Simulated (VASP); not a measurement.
Method: MS2 meta-GGA, VASP's PBE PAW potentials (set 64) (plane waves; VASP).

VASP input:

File KPOINTS:
```
Automatic mesh
0
Gamma
12 12 7
0 0 0
```

File POSCAR:
```
Ho
1
    1.7804723055    -3.0838685482     0.0000000000
    1.7804723055     3.0838685482     0.0000000000
    0.0000000000     0.0000000000     5.4610712544
Ho
2
Direct
  0.3333330000   0.6666670000   0.2500000000
  0.6666670000   0.3333330000   0.7500000000
```

**INCAR**
```
SYSTEM = Ho
PREC = Accurate
ENCUT = 520
EDIFF = 1E-7
NELM = 100
ALGO = Normal
LREAL = .FALSE.
LASPH = .TRUE.
ISMEAR = 1
SIGMA = 0.1
METAGGA = MS2
LMIXTAU = .TRUE.
LMAXMIX = 6
LWAVE = .FALSE.
LCHARG = .FALSE.
ISIF = 4
IBRION = 2
NSW = 30
EDIFFG = -0.01
```

POTCAR, in this order: Ho_3 (PBE.64 set). Program: vasp_std.

Task: What will the output report for the number of irreducible k-points (NKPTS), largest plane-wave count, number of space-group operations, FFT grid (NGX, NGY, NGZ)?

Result: 
| Property | Value |
|---|---|
| number of irreducible k-points (NKPTS) | 76 |
| largest plane-wave count | 1641 |
| number of space-group operations | 24 |
| FFT grid (NGX, NGY, NGZ) | 28 × 28 × 42 |

The compound is Ho in the hcp structure. This run relaxes it. Symmetry was kept, so distortions that lower it aren't found. The 4f electrons are frozen in the core of the lanthanide potential, so 4f levels, which can set the real gap, and their magnetism are missing.
